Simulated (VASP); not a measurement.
# Li3SiN2 (P4_2/mnm) in VASP: single point with r2SCAN

Aim: the single point of Li3SiN2 with r2SCAN.

All numbers are computed with VASP 6.6.1; they aren't measurements. Logs are shortened: lines on timing, memory, paths and dates and some standing lists are left out, and cuts for length are marked.

## Step 1: The structure

Symmetry: P4_2/mnm, No. 136, tetragonal system. The conventional cell has a = 4.814 Å, b = 4.814 Å, c = 5.453 Å, α = 90.00°, β = 90.00°, γ = 90.00°. Si (site symmetry mmm) has 2 N at 1.39 Å as nearest neighbours. Around N (site symmetry m2m) lie 1 Si at 1.39 Å. Around Li (site symmetry -4) lie 4 N at 2.20 Å. Li (site symmetry mmm) is surrounded by 2 N at 2.02 Å.

The cell was built by a generator and needn't be a form met in nature.

## Step 2: Single point, r2SCAN

Input file POSCAR:

```
Li3SiN2
1.0
    4.8143340000      0.0000000000      0.0000000000
    0.0000000000      4.8143340000      0.0000000000
    0.0000000000      0.0000000000      5.4526860000
Si N Li
2 4 6
Direct
    0.0000000000      0.0000000000      0.0000000000
    0.5000000000      0.5000000000      0.5000000000
    0.2962000000      0.2962000000      0.5000000000
    0.2038000000      0.7962000000      0.0000000000
    0.7038000000      0.7038000000      0.5000000000
    0.7962000000      0.2038000000      0.0000000000
    0.0000000000      0.5000000000      0.2500000000
    0.0000000000      0.5000000000      0.7500000000
    0.5000000000      0.0000000000      0.2500000000
    0.5000000000      0.0000000000      0.7500000000
    0.0000000000      0.0000000000      0.5000000000
    0.5000000000      0.5000000000      0.0000000000
```

Input file INCAR.step1:

```
SYSTEM = Li3SiN2
  PREC = Accurate
  ENCUT = 520
  ISMEAR = -1
  SIGMA = 0.1
  LREAL = .False.
  LASPH = .True.
  NELM = 80
  NBANDS = 35
  GGA = PE
  ALGO = Normal
  EDIFF = 1E-4
  LWAVE = .True.
  LCHARG = .False.
```

Input file INCAR.step2:

```
SYSTEM = Li3SiN2
  PREC = Accurate
  ENCUT = 520
  EDIFF = 1E-7
  ISMEAR = -1
  SIGMA = 0.1
  LREAL = .False.
  LASPH = .True.
  NELM = 80
  ALGO = Normal
  ISIF = 2
  LWAVE = .False.
  LCHARG = .False.
  METAGGA = R2SCAN
  LMIXTAU = .True.
  NBANDS = 35
  ISTART = 1
```

Input file KPOINTS:

```
regular mesh
0
Gamma
  7 7 6
  0 0 0
```

Potentials or basis: VASP PAW PBE potentials, release 64 (Si, N, Li_sv).

Command:

```
$ cat potpaw_PBE.64/Si/POTCAR potpaw_PBE.64/N/POTCAR potpaw_PBE.64/Li_sv/POTCAR > POTCAR
$ cp INCAR.step1 INCAR
$ mpirun -np 1 vasp_std > vasp.out
$ cp INCAR.step2 INCAR
$ mpirun -np 1 vasp_std > vasp.out
```

OUTCAR:

```text
SYSTEM = Li3SiN2
   PREC = Accurate
   ENCUT = 520
   EDIFF = 1E-7
   ISMEAR = -1
   LREAL = .False.
   LASPH = .True.
   NELM = 80
   ISIF = 2
   METAGGA = R2SCAN
   ISTART = 1

 ion  position               nearest neighbor table
   1  0.000  0.000  0.000-   4 1.39   6 1.39  11 2.73  11 2.73   9 2.77  10 2.77   7 2.77   8 2.77
                             7 2.77   8 2.77   9 2.77  10 2.77
   2  0.500  0.500  0.500-   3 1.39   5 1.39  12 2.73  12 2.73   9 2.77  10 2.77   7 2.77   8 2.77
                             9 2.77  10 2.77   7 2.77   8 2.77
   3  0.296  0.296  0.500-   2 1.39  11 2.02
   4  0.204  0.796  0.000-   1 1.39  12 2.02
   5  0.704  0.704  0.500-   2 1.39  11 2.02
   6  0.796  0.204  0.000-   1 1.39  12 2.02
   7  0.000  0.500  0.250-   1 2.77   2 2.77   1 2.77   2 2.77
   8  0.000  0.500  0.750-   1 2.77   2 2.77   1 2.77   2 2.77
   9  0.500  0.000  0.250-   1 2.77   2 2.77   2 2.77   1 2.77
  10  0.500  0.000  0.750-   1 2.77   2 2.77   2 2.77   1 2.77
  11  0.000  0.000  0.500-   3 2.02   5 2.02   1 2.73   1 2.73
  12  0.500  0.500  0.000-   4 2.02   6 2.02   2 2.73   2 2.73

  LATTYP: Found a simple tetragonal cell.
 ALAT       =     4.8143340000
 C/A-ratio  =     1.1325940410

  Lattice vectors:

 A1 = (   4.8143340000,   0.0000000000,   0.0000000000)
 A2 = (   0.0000000000,   4.8143340000,   0.0000000000)
 A3 = (   0.0000000000,   0.0000000000,   5.4526860000)

Analysis of symmetry for initial positions (statically):
=====================================================================
 Subroutine PRICEL returns:
 Original cell was already a primitive cell.

 Routine SETGRP: Setting up the symmetry group for a
 simple tetragonal supercell.

 Subroutine GETGRP returns: Found 16 space group operations
 (whereof  8 operations were pure point group operations)
 out of a pool of 16 trial point group operations.

The static configuration has the point symmetry D_2h.
 The point group associated with its full space group is D_4h.

Analysis of symmetry for dynamics (positions and initial velocities):
=====================================================================
 Subroutine PRICEL returns:
 Original cell was already a primitive cell.

 Routine SETGRP: Setting up the symmetry group for a
 simple tetragonal supercell.

 Subroutine GETGRP returns: Found 16 space group operations
 (whereof  8 operations were pure point group operations)
 out of a pool of 16 trial point group operations.

The dynamic configuration has the point symmetry D_2h.
 The point group associated with its full space group is D_4h.

 Subroutine INISYM returns: Found 16 space group operations
 (whereof  8 operations are pure point group operations),
 and found     1 'primitive' translations

----------------------------------------------------------------------------------------

                                     Primitive cell

  volume of cell :     126.3813

  direct lattice vectors                    reciprocal lattice vectors
     4.814334000  0.000000000  0.000000000     0.207713050  0.000000000  0.000000000
     0.000000000  4.814334000  0.000000000     0.000000000  0.207713050  0.000000000
     0.000000000  0.000000000  5.452686000     0.000000000  0.000000000  0.183395853

  length of vectors
     4.814334000  4.814334000  5.452686000     0.207713050  0.207713050  0.183395853

  position of ions in fractional coordinates (direct lattice)
     0.000000000  0.000000000  0.000000000
     0.500000000  0.500000000  0.500000000
     0.296200000  0.296200000  0.500000000
     0.203800000  0.796200000  0.000000000
     0.703800000  0.703800000  0.500000000
     0.796200000  0.203800000  0.000000000
     0.000000000  0.500000000  0.250000000
     0.000000000  0.500000000  0.750000000
     0.500000000  0.000000000  0.250000000
     0.500000000  0.000000000  0.750000000
     0.000000000  0.000000000  0.500000000
     0.500000000  0.500000000  0.000000000

  ion indices of the primitive-cell ions
   primitive index   ion index
                 1           1
                 2           2
                 3           3
                 4           4
                 5           5
                 6           6
                 7           7
                 8           8
                 9           9
                10          10
                11          11
                12          12

----------------------------------------------------------------------------------------

 KPOINTS: regular mesh

Automatic generation of k-mesh.
 Grid dimensions read from file:
 generate k-points for:    7    7    6

 Generating k-lattice:

  Cartesian coordinates                     Fractional coordinates (reciprocal lattice)
     0.029673293  0.000000000  0.000000000     0.142857143  0.000000000  0.000000000
     0.000000000  0.029673293  0.000000000     0.000000000  0.142857143  0.000000000
     0.000000000  0.000000000  0.030565975     0.000000000  0.000000000  0.166666667

  Length of vectors
     0.029673293  0.029673293  0.030565975

  Shift w.r.t. Gamma in fractional coordinates (k-lattice)
     0.000000000  0.000000000  0.000000000

 Subroutine IBZKPT returns following result:
 ===========================================

 Found     40 irreducible k-points:

 Following reciprocal coordinates:
            Coordinates               Weight
  0.000000  0.000000  0.000000      1.000000
  0.142857  0.000000  0.000000      4.000000
  0.285714  0.000000  0.000000      4.000000
  0.428571  0.000000  0.000000      4.000000
  0.142857  0.142857  0.000000      4.000000
  0.285714  0.142857  0.000000      8.000000
[... 16 lines left out ...]
  0.285714  0.000000  0.333333      8.000000
  0.428571  0.000000  0.333333      8.000000
 [... further k-points ...]
   k-points           NKPTS =     40   k-points in BZ     NKDIM =     40   number of bands    NBANDS=     35
   number of dos      NEDOS =    301   number of ions     NIONS =     12
   total plane-waves  NPLWV =  54432
   dimension x,y,z NGX =    36 NGY =   36 NGZ =   42
   dimension x,y,z NGXF=    72 NGYF=   72 NGZF=   84
   ions per type =               2   4   6
   NGX,Y,Z   is equivalent  to a cutoff of  12.43, 12.43, 12.81 a.u.
   NGXF,Y,Z  is equivalent  to a cutoff of  24.86, 24.86, 25.61 a.u.
 SYSTEM =  Li3SiN2
   PREC   = accura    normal or accurate (medium, high low for compatibility)
   ISTART =      1    job   : 0-new  1-cont  2-samecut
   ICHARG =      0    charge: 1-file 2-atom 10-const
   ISPIN  =      1    spin polarized calculation?
   LNONCOLLINEAR =      F non collinear calculations
   LSORBIT =      F    spin-orbit coupling
   LASPH  =      T    aspherical Exc in radial PAW
   ENCUT  =  520.0 eV  38.22 Ry    6.18 a.u.   8.95  8.95 10.14*2*pi/ulx,y,z
   NELM   =     80;   NELMIN=  2; NELMDL=  0     # of ELM steps
   EDIFF  = 0.1E-06   stopping-criterion for ELM
   LREAL  =      F    real-space projection
   EDIFFG = 0.1E-05   stopping-criterion for IOM
   NSW    =      0    number of steps for IOM
   IBRION =     -1    ionic relax: 0-MD 1-quasi-New 2-CG
   NFREE  =      0    steps in history (QN), initial steepest desc. (CG)
   ISIF   =      2    stress and relaxation
   ISYM   =      2    0-nonsym 1-usesym 2-fastsym
   POTIM  = 0.5000    time-step for ionic-motion
   TEBEG  =    0.0;   TEEND  =   0.0 temperature during run
   PSTRESS=    0.0 pullay stress
   NELECT =      46.0000    total number of electrons
   NUPDOWN=      -1.0000    fix difference up-down
   EMIN   =  10.00;   EMAX   =-10.00  energy-range for DOS
   EFERMI =   0.00;   METHOD = LEGACY
   ISMEAR =    -1;   SIGMA  =   0.10  broadening in eV -4-tet -1-fermi 0-gaus
   EFERMI_NEDOS =   21; number of points for ismear=-14 and -15
   IALGO  =     38    algorithm
   IMIX   =      4    mixing-type and parameters
     AMIX     =   0.40;   BMIX     =  1.00
     AMIX_MAG =   1.60;   BMIX_MAG =  1.00
  volume/ion in A,a.u.               =      10.53        71.07
  Fermi-wavevector in a.u.,A,eV,Ry     =   1.168871  2.208845 18.589078  1.366259
  Thomas-Fermi vector in A             =   2.305351
   LORBIT       =      0    0 simple, 1 ext, 2 COOP (PROOUT), +10 PAW based schemes
   METAGGA = R2SCAN    functional components
   LHFCALC =     F    Hartree Fock is set to
   AEXX    =    0.0000 exact exchange contribution
   IVDW    =     0    specifies the selected vdW correction
   LEPSILON=     F    determine dielectric tensor
   LRPA    =     F    only Hartree local field effects (RPA)
 non-spin polarized calculation
  energy-cutoff  :      520.00
  volume of cell :      126.38
 maximum number of plane-waves:      3434
 NGX is ok and might be reduce to    36
   NGX = 17   NGY = 17   NGZ = 21

 number of electron      45.9999968 magnetization

 Free energy of the ion-electron system (eV)
  ---------------------------------------------------
  ext. energy  EPLUGINS =         0.00000000
  ---------------------------------------------------
  free energy    TOTEN  =       -66.99312735 eV

  energy without entropy =      -66.84006106  energy(sigma->0) =      -66.91659420

 E-fermi :   5.6756     XC(G=0): -10.0775

 val. band max:        5.6739345842   @ k =   0.1429   0.0000   0.0000
 cond. band min:       5.6856130935   @ k =   0.4286   0.0000   0.0000
 fundamental gap:      0.0116785093
 Fermi energy:         5.6756261819

 k-point     1 :       0.0000    0.0000    0.0000
  band No.  band energies     occupation
      1     -42.8436      2.00000
      2     -42.8330      2.00000
      3     -42.7668      2.00000
      4     -42.7617      2.00000
      5     -42.7492      2.00000
      6     -42.7450      2.00000
[... 27 lines left out ...]
     34      14.2142      0.00000
     35      14.7987      0.00000
[... 843 lines left out ...]
      5     -42.7522      2.00000
      6     -42.7517      2.00000
[... 27 lines left out ...]
     34      12.8989      0.00000
     35      13.6712      0.00000

 [... further k-points ...]

------------------------ aborting loop because EDIFF is reached ----------------------------------------

  FORCE on cell =-STRESS in cart. coord.  units (eV):
  Direction    XX          YY          ZZ          XY          YZ          ZX
  --------------------------------------------------------------------------------------
  -------------------------------------------------------------------------------------
  Total       48.6950670     48.6950670      4.1095243     -0.0000000      0.0000000      0.0000000
  in kB      617.3232413    617.3232413     52.0977793     -0.0000000      0.0000000      0.0000000
  external PRESSURE =     428.9147540 kB  Pullay stress =       0.0000000 kB

 VOLUME and BASIS-vectors are now :
 -----------------------------------------------------------------------------
  energy-cutoff  :      520.00
  volume of cell :      126.38
      direct lattice vectors                 reciprocal lattice vectors
     4.814334000  0.000000000  0.000000000     0.207713050  0.000000000  0.000000000
     0.000000000  4.814334000  0.000000000     0.000000000  0.207713050  0.000000000
     0.000000000  0.000000000  5.452686000     0.000000000  0.000000000  0.183395853

 POSITION                                       TOTAL-FORCE (eV/Angst)
 -----------------------------------------------------------------------------------
      0.00000      0.00000      0.00000        -0.000000      0.000000     -0.000000
      2.40717      2.40717      2.72634        -0.000000      0.000000     -0.000000
      1.42601      1.42601      2.72634       -12.406109    -12.406109      0.000000
      0.98116      3.83317      0.00000        12.406109    -12.406109      0.000000
      3.38833      3.38833      2.72634        12.406109     12.406109     -0.000000
      3.83317      0.98116      0.00000       -12.406109     12.406109     -0.000000
      0.00000      2.40717      1.36317        -0.000000      0.000000      0.000000
      0.00000      2.40717      4.08951         0.000000      0.000000     -0.000000
      2.40717      0.00000      1.36317         0.000000      0.000000      0.000000
      2.40717      0.00000      4.08951        -0.000000      0.000000     -0.000000
      0.00000      0.00000      2.72634        -0.000000      0.000000     -0.000000
      2.40717      2.40717      0.00000        -0.000000      0.000000     -0.000000
 -----------------------------------------------------------------------------------
    total drift:                                0.000000      0.000000      0.000000

  FREE ENERGIE OF THE ION-ELECTRON SYSTEM (eV)
  ---------------------------------------------------
  free  energy   TOTEN  =       -66.9931273481 eV

  energy  without entropy=      -66.8400610570  energy(sigma->0) =      -66.91659420
```

Run time: 14 min. Hardware: 1 thread of Intel Xeon Platinum 8175M at 2.50GHz (Skylake/Cascade Lake), shared host; peak memory 0.31 GiB.

Results:

| Item | Value |
| --- | --- |
| Free energy | -66.9931 eV |
| Largest force | 17.545 eV/Å |
| Band gap on the k mesh | none (metal or under the smearing width) |

Forces on the atoms (eV/Å):
```
Si    0.000   0.000   0.000
Si    0.000   0.000   0.000
N   -12.406 -12.406   0.000
N    12.406 -12.406   0.000
N    12.406  12.406   0.000
N   -12.406  12.406   0.000
Li    0.000   0.000   0.000
Li    0.000   0.000   0.000
Li    0.000   0.000   0.000
Li    0.000   0.000   0.000
Li    0.000   0.000   0.000
Li    0.000   0.000   0.000
```

Caveat: the cutoff is under 1.25 times the usual one of these potentials, so pressure, stress and relaxed cells hold a basis-set (Pulay) error; a pressure of tens of GPa on the cell as given is suspect, and the run, the potentials or the cell itself is likely at fault; the PAW data sets were made with another functional, which shifts forces and pressure a little.
